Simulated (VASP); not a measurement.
All values below come from PBE GGA, VASP's PBE PAW potentials (set 64) (plane waves; VASP).

Input for VASP

File KPOINTS:
```
k-points along high-symmetry lines
15
Line-mode
Reciprocal
  0.000000   0.000000   0.000000 ! GAMMA
 -0.500000  -0.500000   0.000000 ! X

 -0.500000  -0.500000   0.000000 ! X
 -0.375000  -0.375000   0.250000 ! U

 -0.375000   0.000000   0.375000 ! K
  0.000000   0.000000   0.000000 ! GAMMA

  0.000000   0.000000   0.000000 ! GAMMA
  0.000000   0.000000   0.500000 ! L

  0.000000   0.000000   0.500000 ! L
 -0.500000  -0.250000   0.250000 ! W

 -0.500000  -0.250000   0.250000 ! W
 -0.500000  -0.500000   0.000000 ! X
```

### INCAR
```
ALGO = Normal
EDIFF = 1E-7
ENCUT = 400
GGA = PE
ICHARG = 11
ISMEAR = 0
LASPH = T
LCHARG = F
LMAXMIX = 4
LORBIT = 11
LREAL = F
LWAVE = F
NELM = 100
PREC = Accurate
SIGMA = 0.05
SYSTEM = CdTe
```

POSCAR:
```
CdTe
1
    0.0000000000     3.3026410160     3.3026410160
    3.3026410160     0.0000000000     3.3026410160
    3.3026410160     3.3026410160     0.0000000000
Cd Te
1 1
Direct
  0.0000000000   0.0000000000   0.0000000000
  0.2500000000   0.2500000000   0.2500000000
```

POTCAR, in this order: Cd Te (PBE.64 set). Program: vasp_std. Read from the step before: CHGCAR.

The run wrote:

File OUTCAR:
```
 ion  position               nearest neighbor table
   1  0.000  0.000  0.000-   2 2.86   2 2.86   2 2.86   2 2.86
   2  0.250  0.250  0.250-   1 2.86   1 2.86   1 2.86   1 2.86
  LATTYP: Found a face centered cubic cell.
 ALAT       =     6.6052820320
 Subroutine PRICEL returns:
 Original cell was already a primitive cell.
 Subroutine GETGRP returns: Found 24 space group operations
The static configuration has the point symmetry T_d .
The dynamic configuration has the point symmetry T_d .
 Subroutine INISYM returns: Found 24 space group operations
   k-points           NKPTS =     90   k-points in BZ     NKDIM =     90   number of bands    NBANDS=     13
   number of dos      NEDOS =    301   number of ions     NIONS =      2
   total plane-waves  NPLWV =  27000
   dimension x,y,z NGX =    30 NGY =   30 NGZ =   30
   dimension x,y,z NGXF=    60 NGYF=   60 NGZF=   60
   ions per type =               1   1
   PREC   = accura    normal or accurate (medium, high low for compatibility)
   ISTART =      0    job   : 0-new  1-cont  2-samecut
   ICHARG =     11    charge: 1-file 2-atom 10-const
   ISPIN  =      1    spin polarized calculation?
   LNONCOLLINEAR =      F non collinear calculations
   LSORBIT =      F    spin-orbit coupling
   INIWAV =      1    electr: 0-lowe 1-rand  2-diag
   ENCUT  =  400.0 eV  29.40 Ry    5.42 a.u.   7.62  7.62  7.62*2*pi/ulx,y,z
...
```

OSZICAR:
```
       N       E                     dE             d eps       ncg     rms          rms(c)
DAV:   1     0.887067003562E+02    0.88707E+02   -0.73058E+03  2356   0.958E+02
DAV:   2    -0.584993681585E+00   -0.89292E+02   -0.86188E+02  2780   0.256E+02
DAV:   3    -0.391981276238E+01   -0.33348E+01   -0.33122E+01  2690   0.521E+01
DAV:   4    -0.395086596139E+01   -0.31053E-01   -0.31051E-01  3430   0.444E+00
DAV:   5    -0.395094760166E+01   -0.81640E-04   -0.81640E-04  2755   0.204E-01
DAV:   6    -0.395094918495E+01   -0.15833E-05   -0.15832E-05  3374   0.213E-02
DAV:   7    -0.395094919818E+01   -0.13229E-07   -0.13241E-07  2237   0.157E-03
   1 F= -.39509492E+01 E0= -.39509492E+01  d E =-.919659E-11
```

File OUTCAR:
```
 val. band max:        1.8473230810   @ k =   0.0000   0.0000   0.0000

 cond. band min:       2.4457767342   @ k =   0.0000   0.0000   0.0000



 k-point     1 :       0.0000    0.0000    0.0000
  band No.  band energies     occupation
      1      -9.0168      2.00000
      2      -6.2577      2.00000
      3      -6.2577      2.00000
      4      -6.2577      2.00000
      5      -6.0367      2.00000
      6      -6.0367      2.00000
      7       1.8473      2.00000
      8       1.8473      2.00000
      9       1.8473      2.00000
     10       2.4458      0.00000
     11       6.4830      0.00000
     12       6.4830      0.00000
     13       6.4830      0.00000

 k-point     2 :      -0.0357   -0.0357    0.0000
  band No.  band energies     occupation
      1      -9.0110      2.00000
      2      -6.2557      2.00000
      3      -6.2557      2.00000
      4      -6.2538      2.00000
      5      -6.0369      2.00000
      6      -6.0362      2.00000
      7       1.6131      2.00000
      8       1.8167      2.00000
      9       1.8167      2.00000
     10       2.6848      0.00000
     11       6.4186      0.00000
     12       6.5291      0.00000
     13       6.5291      0.00000

 k-point     3 :      -0.0714   -0.0714    0.0000
  band No.  band energies     occupation
      1      -8.9939      2.00000
      2      -6.2510      2.00000
      3      -6.2510      2.00000
      4      -6.2430      2.00000
      5      -6.0383      2.00000
      6      -6.0351      2.00000
      7       1.2214      2.00000
      8       1.7290      2.00000
      9       1.7290      2.00000
     10       3.0883      0.00000
     11       6.2505      0.00000
     12       6.6629      0.00000
     13       6.6629      0.00000

 k-point     4 :      -0.1071   -0.1071    0.0000
  band No.  band energies     occupation
      1      -8.9663      2.00000
      2      -6.2435      2.00000
      3      -6.2435      2.00000
      4      -6.2244      2.00000
...
```

The density is held fixed in this step, so its total energy and stress have no physical meaning. Unless said otherwise, spin-orbit coupling is left out, though it shifts the bands of the heavy elements here.

The structure was generated: CdTe was put into the zinc blende type (F-43m), which need not be its known phase. It was relaxed first.
